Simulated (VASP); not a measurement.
# MoI (F-43m) in VASP: further runs, part 2 of 2

VASP 6.6.1.

### 3 Relaxation of cell and atoms, PBE+U

Contents of INCAR:

```
  PREC = Accurate
  ENCUT = 600
  EDIFF = 1E-7
  ISMEAR = -1
  SIGMA = 0.05
  LREAL = F
  LASPH = T
  NELM = 100
  ALGO = Normal
  ISIF = 3
  LWAVE = F
  LCHARG = F
  LMAXMIX = 4
  LDAU = T
  LDAUTYPE = 2
  LDAUL = 2 -1
  LDAUU = 2 0
  LDAUJ = 0 0
  LDAUPRINT = 1
  GGA = PE
  IBRION = 2
  NSW = 60
  EDIFFG = -0.01
```

Contents of KPOINTS:

```
Automatic mesh
0
Gamma
  7 7 7
```

Contents of POSCAR:

```
MoI
1.0
    0.0000000000      3.1788513800      3.1788513800
    3.1788513800      0.0000000000      3.1788513800
    3.1788513800      3.1788513800      0.0000000000
Mo I
1 1
Direct
    0.0000000000      0.0000000000      0.0000000000
    0.7500000000      0.7500000000      0.7500000000
```

Potentials or basis: VASP PAW PBE potentials, release 64 (Mo_sv, I).

Command:

```
> cat potpaw_PBE.64/Mo_sv/POTCAR potpaw_PBE.64/I/POTCAR > POTCAR
> mpirun -np 1 vasp_std > vasp.out
```

OUTCAR:

```text
PREC = Accurate
   ENCUT = 600
   EDIFF = 1E-7
   ISMEAR = -1
   LREAL = F
   LASPH = T
   NELM = 100
   ISIF = 3
   GGA = PE
   IBRION = 2
   NSW = 60
   EDIFFG = -0.01

 ion  position               nearest neighbor table
   1  0.000  0.000  0.000-   2 2.75   2 2.75   2 2.75   2 2.75
   2  0.750  0.750  0.750-   1 2.75   1 2.75   1 2.75   1 2.75

  LATTYP: Found a face centered cubic cell.
 ALAT       =     6.3577027600

  Lattice vectors:

 A1 = (   0.0000000000,   3.1788513800,   3.1788513800)
 A2 = (   3.1788513800,   0.0000000000,   3.1788513800)
 A3 = (   3.1788513800,   3.1788513800,   0.0000000000)

Analysis of symmetry for initial positions (statically):
=====================================================================
 Subroutine PRICEL returns:
 Original cell was already a primitive cell.
[... 271 lines left out ...]
  o =  0.6546  v =  0.0000  0.0000  0.0000  0.0000  0.0000  0.0000 -0.0000  0.4816  0.0000 -0.8764      0.0000  0.0000  0.0000  0.0000  0.0000  0.0000  0.0000  0.0000  0.0000  0.0000

--------------------------------------- Ionic step        3  -------------------------------------------

 number of electron      21.0000000 magnetization

 Free energy of the ion-electron system (eV)
  ---------------------------------------------------
  ext. energy  EPLUGINS =         0.00000000
  ---------------------------------------------------
  free energy    TOTEN  =        -7.41524598 eV

  energy without entropy =       -7.40559716  energy(sigma->0) =       -7.41042157

 E-fermi :   6.8213     XC(G=0):  -9.6428

 val. band max:        6.7243956467   @ k =  -0.2857   0.2857   0.0000
 cond. band min:       6.9502319524   @ k =   0.4286   0.2857   0.0000
 fundamental gap:      0.2258363057
 Fermi energy:         6.8213443788

 k-point     1 :       0.0000    0.0000    0.0000
  band No.  band energies     occupation
      1     -53.6570      2.00000
      2     -27.8236      2.00000
      3     -27.8236      2.00000
      4     -27.8236      2.00000
      5      -8.2749      2.00000
      6       1.8190      2.00000
      7       1.8190      2.00000
      8       1.8190      2.00000
      9       6.0795      2.00000
     10       6.0795      2.00000
     11       7.6063      0.00000
     12      10.0988      0.00000
     13      10.0988      0.00000
     14      10.0988      0.00000
[... 350 lines left out ...]
  FREE ENERGIE OF THE ION-ELECTRON SYSTEM (eV)
  ---------------------------------------------------
  free  energy   TOTEN  =        -7.4152459841 eV

  energy  without entropy=       -7.4055971627  energy(sigma->0) =       -7.41042157

 reached required accuracy - stopping structural energy minimisation
```

CONTCAR:

```text
MoI
   1.00000000000000
     0.0000000000000000    3.0710149644344504    3.0710149644344504
     3.0710149644344504    0.0000000000000000    3.0710149644344504
     3.0710149644344504    3.0710149644344504    0.0000000000000000
  Mo              I
     1     1
Direct
     0.0000000000000000    0.0000000000000000    0.0000000000000000
     0.7500000000000000    0.7500000000000000    0.7500000000000000

  0.00000000E+00  0.00000000E+00  0.00000000E+00
  0.00000000E+00  0.00000000E+00  0.00000000E+00
```

It took 31 s on 1 thread of Intel Xeon 6975P-C (Granite Rapids), shared host; peak memory 0.21 GiB.

What came out:

```
Free energy                            : -7.4152 eV
Relaxed volume                         : 28.96 Å³/atom
Relaxed cell                           : a = 4.343 Å, b = 4.343 Å, c = 4.343 Å, α = 60.00°, β = 60.00°, γ = 60.00°
Space group after relaxing (to 0.05 Å) : F-43m (No. 216)
Energy gained by relaxing              : 60.0 meV/atom
Ionic steps                            : 3
Pressure after relaxing                : 0.0 GPa
Band gap on the k mesh                 : none (metal or under the smearing width)
```

Step by step:
| step | energy change (eV) | largest force (eV/Å) | pressure (GPa) | volume (Å³) |
| --- | --- | --- | --- | --- |
| 1 | 0.0000 | 0.0000 | -5.43 | 64.25 |
| 2 | -0.0757 | 0.0000 | 4.63 | 54.65 |
| 3 | -0.1201 | 0.0000 | -0.03 | 57.93 |

Final structure:
```
Mo I
1.0
     0.00000    3.07101    3.07101
     3.07101    0.00000    3.07101
     3.07101    3.07101    0.00000
Mo I
1 1
Direct
  0.00000 0.00000 0.00000
  0.75000 0.75000 0.75000
```

Levels at points of the mesh, in eV from the Fermi level:
| k point | band 8 | band 9 | band 10 | band 11 | band 12 | band 13 |
| --- | --- | --- | --- | --- | --- | --- |
| (0.00, 0.00, 0.00) | -5.00 | -0.74 | -0.74 | 0.78 | 3.28 | 3.28 |

Eigenvalues of the final occupation matrices:
| site | spin | trace | eigenvalues |
| --- | --- | --- | --- |
| site 1 d | 1 | 2.10 | 0.26 0.26 0.26 0.65 0.65 |
| site 1 d | 2 | 2.10 | 0.26 0.26 0.26 0.65 0.65 |

Caveat: an odd number of electrons without spin polarisation forces a metal; a magnetic or distorted state may lie lower; U without spin polarisation on a metal has little footing. The run has no spin-orbit coupling, so splittings on I are missing.

### 4 Relaxation of cell and atoms, PBE+U

INCAR, as its differences from that of step 3:

```diff
@@ -16,3 +16,3 @@
   LDAUL = 2 -1
-  LDAUU = 2 0
+  LDAUU = 3 0
   LDAUJ = 0 0
```

KPOINTS is that of step 3.

POSCAR is that of step 3.

Command:

```
> cat potpaw_PBE.64/Mo_sv/POTCAR potpaw_PBE.64/I/POTCAR > POTCAR
> mpirun -np 1 vasp_std > vasp.out
```

Run time: 30 s. Hardware: 1 thread of Intel Xeon 6975P-C (Granite Rapids), shared host; peak memory 0.22 GiB.

The run converged. Its results:

```yaml
Free_energy: -6.4205 eV
Relaxed_volume: 29.70 Å³/atom
Relaxed_cell: a = 4.380 Å, b = 4.380 Å, c = 4.380 Å, α = 60.00°, β = 60.00°, γ = 60.00°
Space_group_after_relaxing_to_0.05_Å: F-43m (No. 216)
Energy_gained_by_relaxing: 31.9 meV/atom
Ionic_steps: 3
Pressure_after_relaxing: 0.0 GPa
Band_gap_on_the_k_mesh: none (metal or under the smearing width)
```

Step by step:
```tsv
step	energy change (eV)	largest force (eV/Å)	pressure (GPa)	volume (Å³)
1	0.0000	0.0000	-3.89	64.25
2	-0.0481	0.0000	2.47	57.27
3	-0.0639	0.0000	0.00	59.41
```

Final structure:
```
Mo I
1.0
     0.00000    3.09695    3.09695
     3.09695    0.00000    3.09695
     3.09695    3.09695    0.00000
Mo I
1 1
Direct
  0.00000 0.00000 0.00000
  0.75000 0.75000 0.75000
```

Levels at points of the mesh, in eV from the Fermi level:
| k point | band 7 | band 8 | band 9 | band 10 | band 11 | band 12 | band 13 | band 14 |
| --- | --- | --- | --- | --- | --- | --- | --- | --- |
| (0.00, 0.00, 0.00) | -4.93 | -4.93 | -1.03 | -1.03 | 0.63 | 3.27 | 3.27 | 3.27 |

Eigenvalues of the final occupation matrices:
| site | spin | trace | eigenvalues |
| --- | --- | --- | --- |
| site 1 d | 1 | 2.08 | 0.23 0.23 0.23 0.70 0.70 |
| site 1 d | 2 | 2.08 | 0.23 0.23 0.23 0.70 0.70 |

Caveat: an odd number of electrons without spin polarisation forces a metal; a magnetic or distorted state may lie lower; U without spin polarisation on a metal has little footing.

### 5 Relaxation of cell and atoms, PBE+U

INCAR, as its differences from that of step 4:

```diff
@@ -16,3 +16,3 @@
   LDAUL = 2 -1
-  LDAUU = 3 0
+  LDAUU = 4 0
   LDAUJ = 0 0
```

KPOINTS is that of step 4.

POSCAR is that of step 4.

Command:

```
> cat potpaw_PBE.64/Mo_sv/POTCAR potpaw_PBE.64/I/POTCAR > POTCAR
> mpirun -np 1 vasp_std > vasp.out
```

Run time: 30 s. Hardware: 1 thread of Intel Xeon 6975P-C (Granite Rapids), shared host; peak memory 0.21 GiB.

The run converged. Its results:

* Free energy: -5.5111 eV
* Relaxed volume: 30.66 Å³/atom
* Relaxed cell: a = 4.426 Å, b = 4.426 Å, c = 4.426 Å, α = 60.00°, β = 60.00°, γ = 60.00°
* Space group after relaxing (to 0.05 Å): F-43m (No. 216)
* Energy gained by relaxing: 10.6 meV/atom
* Ionic steps: 3
* Pressure after relaxing: 0.0 GPa
* Band gap on the k mesh: none (metal or under the smearing width)

The path:
```tsv
step	energy change (eV)	largest force (eV/Å)	pressure (GPa)	volume (Å³)
1	0.0000	0.0000	-2.22	64.25
2	-0.0175	0.0000	1.06	60.19
3	-0.0212	0.0000	0.00	61.33
```

Final structure:
```cif
data_structure
_symmetry_space_group_name_H-M 'P 1'
_symmetry_Int_Tables_number 1
_cell_length_a 4.4265
_cell_length_b 4.4265
_cell_length_c 4.4265
_cell_angle_alpha 60.000
_cell_angle_beta 60.000
_cell_angle_gamma 60.000
_cell_volume 61.33
loop_
_atom_site_label
_atom_site_type_symbol
_atom_site_fract_x
_atom_site_fract_y
_atom_site_fract_z
_atom_site_occupancy
Mo1 Mo 0.00000 0.00000 0.00000 1
I1 I 0.75000 0.75000 0.75000 1
```

Levels at points of the mesh, in eV from the Fermi level:
```tsv
k point	band 6	band 7	band 8	band 9	band 10	band 11	band 12	band 13	band 14
(0.00, 0.00, 0.00)	-4.93	-4.93	-4.93	-1.47	-1.47	0.36	3.20	3.20	3.20
```

Eigenvalues of the final occupation matrices:
```csv
site,spin,trace,eigenvalues
site 1 d,1,2.06,0.20 0.20 0.20 0.74 0.74
site 1 d,2,2.06,0.20 0.20 0.20 0.74 0.74
```

Caveat: an odd number of electrons without spin polarisation forces a metal; a magnetic or distorted state may lie lower; U without spin polarisation on a metal has little footing.

### 6 Overview

| level | U | gap on the mesh (eV) | pressure (GPa) | relaxed volume (Å³/atom) |
| --- | --- | --- | --- | --- |
| PBE | - | none | 0.0 | 28.15 |
| PBE+U | Mo d U = 2 eV | none | 0.0 | 28.96 |
| PBE+U | Mo d U = 3 eV | none | 0.0 | 29.70 |
| PBE+U | Mo d U = 4 eV | none | 0.0 | 30.66 |

Alike in all rows: task relaxation of cell and atoms; potentials or basis VASP PAW PBE potentials, release 64 (Mo_sv, I); no spin polarisation; cell relaxed; k mesh 7 × 7 × 7; cutoff (eV) 600; smearing fermi-dirac 0.05 eV.

Caveats: an odd number of electrons without spin polarisation forces a metal; a magnetic or distorted state may lie lower; U without spin polarisation on a metal has little footing (some runs).

Total energies depend on the potentials used, so only differences within one code and one set of settings carry meaning.
